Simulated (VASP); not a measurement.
Crystal: NbWS4.

```
Nb W S
1.0
     5.68474    0.00000    0.00000
     0.00000    3.27366    0.00000
    -1.90465    0.00000    6.63182
Nb W S
1 1 4
Cartesian
  3.7547 0.0000 6.6318
  2.8658 1.6368 0.0009
  2.8041 1.6368 5.0638
  4.7088 1.6368 1.5698
  0.0222 0.0000 5.0958
  1.9258 0.0000 1.5374
```

The cell was built by a generator and needn't be a form met in nature.

Base run:

```yaml
Program: VASP 6.6.1
Functional: PBEsol
Potentials_or_basis: VASP PAW PBE potentials, release 64 (Nb_sv, W_sv, S)
Cutoff: 520 eV
k_mesh: 6 × 10 × 6
Occupations: gaussian, width 0.1 eV
Spin: no spin polarisation
```

Its results: pressure -3.9 GPa; largest force 0.302 eV/Å.

Problem. The run is repeated on the same cell with these changes: functional from PBEsol to PBE. What comes out?

Solution. Pressure 0.0 GPa; largest force 0.009 eV/Å.

PBE binds less tightly than PBEsol, so the same cell stands under more pressure.

Caveats: this functional lacks dispersion, which binds the layers, so the pressure and a relaxed spacing across them are unreliable; the PAW data sets were made with another functional, which shifts forces and pressure a little (some runs).

Not every run made on this cell is shown here.
